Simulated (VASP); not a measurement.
Crystal: CeNiAsO.

```
Ce As Ni O
1.0
     4.01454    0.00000    0.00000
     0.00000    4.01454    0.00000
     0.00000    0.00000    7.90723
Ce As Ni O
2 2 2 2
Cartesian
  2.0073 0.0000 1.2236
  0.0000 2.0073 6.6837
  2.0073 0.0000 5.1289
  0.0000 2.0073 2.7783
  2.0073 2.0073 3.9536
  0.0000 0.0000 3.9536
  2.0073 2.0073 0.0000
  0.0000 0.0000 0.0000
```

The cell is a database's computed one.

* Program: VASP 6.6.1
* Task: relaxation of cell and atoms
* Functional: PBE
* Potentials or basis: VASP PAW PBE potentials, release 64 (Ce, As, Ni, O)
* Cutoff: 900 eV
* k mesh: 5 × 5 × 3
* Occupations: fermi-dirac, width 0.05 eV
* Spin: collinear spin, ferromagnetic start
* Starting moments: [1.0, 1.0, 0.0, 0.0, 1.0, 1.0, 0.0, 0.0] μB

At the start: pressure 1.2 GPa; volume 15.93 Å³/atom.

Task: Where does the relaxation end?

Result: Over 28 steps the energy falls by 3.4 meV/atom and the volume is 16.03 Å³/atom (+0.6 %); space group P4/nmm (No. 129, to 0.05 Å); moment 0.00 μB per cell.

The path:
```csv
step,energy change (eV),largest force (eV/Å),pressure (GPa),volume (Å³)
1,0.0000,0.4691,1.25,127.44
2,-0.0125,0.2268,-1.40,129.73
3,-0.0144,0.1959,-0.79,129.11
4,-0.0241,0.0758,-0.29,128.61
5,-0.0251,0.0978,0.03,128.36
6,-0.0251,0.0868,-0.05,128.38
7,-0.0264,0.0341,-0.04,128.24
8,-0.0269,0.0058,0.00,128.13
9,-0.0264,0.0869,0.07,127.91
10,-0.0269,0.0252,0.05,128.07
11,-0.0271,0.0161,0.00,128.16
12,-0.0272,0.0142,0.01,128.20
13,-0.0272,0.0045,-0.04,128.28
14,-0.0272,0.0084,0.05,128.26
15,-0.0272,0.0059,-0.03,128.28
16,-0.0272,0.0069,-0.02,128.27
17,-0.0272,0.0062,0.02,128.26
18,-0.0272,0.0048,-0.08,128.34
19,-0.0272,0.0064,-0.06,128.29
20,-0.0272,0.0073,-0.07,128.28
21,-0.0272,0.0083,-0.11,128.27
22,-0.0272,0.0080,-0.06,128.27
23,-0.0272,0.0114,0.05,128.27
24,-0.0272,0.0075,-0.05,128.27
25,-0.0272,0.0085,-0.02,128.27
26,-0.0272,0.0077,-0.05,128.27
27,-0.0272,0.0079,-0.03,128.27
28,-0.0273,0.0042,-0.01,128.25
```

Final structure:
```xyz
8
Lattice="4.0039 0.0000 0.0000 0.0000 4.0039 0.0000 0.0000 0.0000 8.0003" Properties=species:S:1:pos:R:3 pbc="T T T"
Ce    2.0019    0.0000    1.2229
Ce    0.0000    2.0019    6.7775
As    2.0019    4.0039    5.2369
As    0.0000    2.0019    2.7635
Ni    2.0019    2.0019    4.0002
Ni    4.0039    0.0000    4.0002
O     2.0019    2.0019    8.0003
O     4.0039    0.0000    8.0003
```

Caveat: the magnetic or orbital state may not be the lowest; without U or exact exchange the open f shell lies at the Fermi level, which spoils levels, moments and volumes.
